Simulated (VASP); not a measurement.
Data:

```xyz
2
Lattice="1.3584 -2.4583 0.0000 1.3584 2.4583 0.0000 0.0000 0.0000 4.3409" Properties=species:S:1:pos:R:3 pbc="T T T"
Re     1.3584     0.8194     1.0852
Re     1.4104    -0.8194     3.2556
```
Cell charge -0.5.

Computed with PBE GGA, VASP's PBE PAW potentials (set 64) (plane waves; VASP). Settings: NELECT = 14.5, 400 eV cut-off, 14×14×8 Γ-centred mesh, Gaussian smearing of 0.050 eV, potentials Re.

The cell is charged, with a uniform compensating background.

Question: Which forces act on the atoms, in eV/Å?

Answer: 
```tsv
atom	Fx	Fy	Fz
Re1	0.362	-0.212	0.000
Re2	-0.362	0.212	0.000
```

Question: Give the stress tensor in GPa (positive for a compressed cell).

Answer: 
```
54.04  -1.08   0.00
-1.08  34.25   0.00
 0.00   0.00  55.45
```
The pressure is its mean diagonal, 47.91 GPa.

The compound is Re in the hcp structure. The cell was not relaxed at this level, atoms are displaced from their ideal sites. The run is one of a series of settings (ISMEAR = 0, NELECT = 14.5, SIGMA = 0.05 against the base run), some of them coarse on purpose.
